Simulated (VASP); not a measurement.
Method: LDA (Ceperley-Alder, Perdew-Zunger), VASP's LDA PAW potentials (set 64) (plane waves; VASP).

A VASP calculation is set up with these files.

**INCAR**
```
# general
SYSTEM  = Fe
PREC    = Accurate
ENCUT   = 500   # plane-wave cut-off (eV)
LREAL   = .FALSE.   # projection in real space or not
LASPH   = .TRUE.

# electronic loop
EDIFF   = 1E-6   # SCF stop (eV)
NELM    = 100   # most electronic steps
ALGO    = Normal   # blocked Davidson
LMAXMIX = 4   # l cut-off of mixed one-centre charges

# smearing
ISMEAR  = 1
SIGMA   = 0.1   # width (eV)

# spin
ISPIN   = 2   # spin-polarised
MAGMOM  = 2.0

# ions
IBRION  = 2
NSW     = 40   # most ionic steps
ISIF    = 3   # ions, shape and volume
EDIFFG  = -0.02   # ionic stop
PSTRESS = 200

# output
LWAVE   = .FALSE.
LCHARG  = .FALSE.
LORBIT  = 10
```

POSCAR:
```
Fe
1.0
 -1.3563952851   1.3563952851   1.3563952851
  1.3563952851  -1.3563952851   1.3563952851
  1.3563952851   1.3563952851  -1.3563952851
Fe
1
direct
  0.0000000000   0.0000000000   0.0000000000
```

### KPOINTS
```
kpoints
0
G
19 19 19
0 0 0
```

POTCAR, in this order: Fe (LDA.64 set). Program: vasp_std.

The run wrote:

File OUTCAR:
```
 ion  position               nearest neighbor table
   1  0.000  0.000  0.000-
  LATTYP: Found a body centered cubic cell.
 ALAT       =     2.7127905702
 Subroutine PRICEL returns:
 Original cell was already a primitive cell.
 Subroutine GETGRP returns: Found 48 space group operations
The static configuration has the point symmetry O_h .
The dynamic configuration has the point symmetry O_h .
The overall configuration has the point symmetry O_h .
 Subroutine INISYM returns: Found 48 space group operations
 Subroutine IBZKPT returns following result:
 Found    220 irreducible k-points:

 Following reciprocal coordinates:
            Coordinates               Weight
  0.000000  0.000000  0.000000      1.000000
  0.052632  0.000000  0.000000     12.000000
  0.105263  0.000000  0.000000     12.000000
  0.157895  0.000000  0.000000     12.000000
  0.210526  0.000000  0.000000     12.000000
  0.263158  0.000000  0.000000     12.000000
  0.315789  0.000000  0.000000     12.000000
  0.368421  0.000000  0.000000     12.000000
  0.421053  0.000000  0.000000     12.000000
  0.473684  0.000000  0.000000     12.000000
  0.052632  0.052632  0.000000     24.000000
  0.105263  0.052632  0.000000     48.000000
  0.157895  0.052632  0.000000     48.000000
  0.210526  0.052632 -0.000000     48.000000
  0.263158  0.052632 -0.000000     48.000000
  0.315789  0.052632  0.000000     48.000000
  0.368421  0.052632 -0.000000     48.000000
  0.421053  0.052632 -0.000000     48.000000
  0.473684  0.052632 -0.000000     24.000000
  0.105263  0.105263  0.000000     24.000000
  0.157895  0.105263  0.000000     48.000000
  0.210526  0.105263  0.000000     48.000000
  0.263158  0.105263  0.000000     48.000000
  0.315789  0.105263 -0.000000     48.000000
...
```

OSZICAR:
```
       N       E                     dE             d eps       ncg     rms          rms(c)
DAV:   1     0.134000761220E+02    0.13400E+02   -0.43490E+03  8385   0.120E+03
DAV:   2    -0.101091998328E+02   -0.23509E+02   -0.22093E+02  7984   0.128E+02
DAV:   3    -0.103976810500E+02   -0.28848E+00   -0.28746E+00  8860   0.197E+01
DAV:   4    -0.103991235823E+02   -0.14425E-02   -0.14424E-02  8612   0.126E+00
DAV:   5    -0.103991378939E+02   -0.14312E-04   -0.14311E-04  8680   0.114E-01    0.134E+01
DAV:   6    -0.928191579465E+01    0.11172E+01   -0.10748E+01  8366   0.581E+01    0.436E+00
DAV:   7    -0.923349049308E+01    0.48425E-01   -0.43885E-01  8414   0.118E+01    0.290E+00
DAV:   8    -0.922121518387E+01    0.12275E-01   -0.49317E-03  9724   0.667E-01    0.141E+00
DAV:   9    -0.921179652592E+01    0.94187E-02   -0.51985E-03  9886   0.593E-01    0.325E-01
DAV:  10    -0.921167623641E+01    0.12029E-03   -0.74242E-04  8728   0.442E-01    0.109E-01
DAV:  11    -0.921166352999E+01    0.12706E-04   -0.10323E-04  8410   0.188E-01    0.201E-02
DAV:  12    -0.921166693982E+01   -0.34098E-05   -0.21747E-06  4724   0.227E-02    0.998E-03
DAV:  13    -0.921166791151E+01   -0.97169E-06   -0.10902E-06  4219   0.177E-02
   1 F= -.79656100E+01 E0= -.79656034E+01  d E =-.796561E+01  mag=     1.8524
       N       E                     dE             d eps       ncg     rms          rms(c)
DAV:   1    -0.962650209013E+01   -0.41484E+00   -0.14262E+01  8242   0.713E+01    0.782E+00
DAV:   2    -0.910333303915E+01    0.52317E+00   -0.36228E+00  8380   0.339E+01    0.437E+00
DAV:   3    -0.908111685023E+01    0.22216E-01   -0.64665E-02  8590   0.478E+00    0.235E+00
DAV:   4    -0.907469777633E+01    0.64191E-02   -0.17409E-03  8323   0.533E-01    0.435E-01
DAV:   5    -0.906942215381E+01    0.52756E-02   -0.68228E-03  8465   0.792E-01    0.726E-02
DAV:   6    -0.906945739826E+01   -0.35244E-04   -0.53306E-05  8596   0.105E-01    0.422E-02
DAV:   7    -0.906946131702E+01   -0.39188E-05   -0.79739E-06  8187   0.511E-02    0.189E-02
DAV:   8    -0.906946276455E+01   -0.14475E-05   -0.13253E-06  4273   0.184E-02    0.882E-03
DAV:   9    -0.906946249892E+01    0.26563E-06   -0.46227E-07  3980   0.992E-03
   2 F= -.79341033E+01 E0= -.79341343E+01  d E =0.315067E-01  mag=     1.6790
       N       E                     dE             d eps       ncg     rms          rms(c)
DAV:   1    -0.944201614106E+01   -0.37255E+00   -0.67231E+00  8203   0.519E+01    0.476E+00
DAV:   2    -0.920642678584E+01    0.23559E+00   -0.21497E+00  8349   0.239E+01    0.331E+00
DAV:   3    -0.918957609719E+01    0.16851E-01   -0.78303E-02  8518   0.512E+00    0.165E+00
DAV:   4    -0.918650918037E+01    0.30669E-02   -0.94235E-04  8411   0.474E-01    0.426E-01
DAV:   5    -0.918396326742E+01    0.25459E-02   -0.33618E-03  8382   0.553E-01    0.549E-02
DAV:   6    -0.918396568157E+01   -0.24142E-05   -0.26468E-05  8814   0.577E-02    0.332E-02
DAV:   7    -0.918396308103E+01    0.26005E-05   -0.42419E-06  7772   0.253E-02    0.136E-02
DAV:   8    -0.918396381341E+01   -0.73238E-06   -0.53794E-07  4081   0.123E-02
   3 F= -.79758187E+01 E0= -.79758645E+01  d E =-.102087E-01  mag=     1.7909
```

File OUTCAR:
```
------------------------ aborting loop because EDIFF is reached ----------------------------------------
  FORCE on cell =-STRESS in cart. coord.  units (eV):
  Direction    XX          YY          ZZ          XY          YZ          ZX
  --------------------------------------------------------------------------------------
  Total        1.1922240      1.1922240      1.1922240     -0.0000000     -0.0000000      0.0000000
  in kB      197.3643802    197.3643802    197.3643802     -0.0000000     -0.0000000      0.0000000
  external PRESSURE =      -2.6356198 kB  Pullay stress =     200.0000000 kB
  volume of cell :        9.68
      direct lattice vectors                 reciprocal lattice vectors
    -1.342496703  1.342496703  1.342496703     0.000000000  0.372440393  0.372440393
     1.342496703 -1.342496703  1.342496703     0.372440393  0.000000000  0.372440393
     1.342496703  1.342496703 -1.342496703     0.372440393  0.372440393  0.000000000
 POSITION                                       TOTAL-FORCE (eV/Angst)
 -----------------------------------------------------------------------------------
      0.00000     -0.00000      0.00000         0.000000      0.000000      0.000000
 -----------------------------------------------------------------------------------
    total drift:                                0.000000     -0.000000      0.000000
  FREE ENERGIE OF THE ION-ELECTRON SYSTEM (eV)
  ---------------------------------------------------
  free  energy   TOTEN  =        -9.1839638134 eV

  energy  without entropy=       -9.1841011522  energy(sigma->0) =       -9.18400959
  enthalpy is  TOTEN    =        -7.9758187368 eV   P V=        1.2081450766

 total charge

# of ion       s       p       d       tot
------------------------------------------
    1        0.562   0.691   6.410   7.663

 magnetization (x)

# of ion       s       p       d       tot
------------------------------------------
    1       -0.008  -0.033   1.794   1.754

 reached required accuracy - stopping structural energy minimisation
```
(Selected blocks of OUTCAR.)

File CONTCAR:
```
Fe
   1.00000000000000
    -1.3424967034194246    1.3424967034194246    1.3424967034194246
     1.3424967034194246   -1.3424967034194246    1.3424967034194246
     1.3424967034194246    1.3424967034194246   -1.3424967034194246
  Fe
     1
Direct
     0.0000000000000000    0.0000000000000000    0.0000000000000000
```

Energy and stress use the plane-wave basis of the starting cell.

The compound is Fe in the bcc structure. This run relaxes it under an external pressure of 20 GPa. Symmetry was kept, so distortions that lower it aren't found.
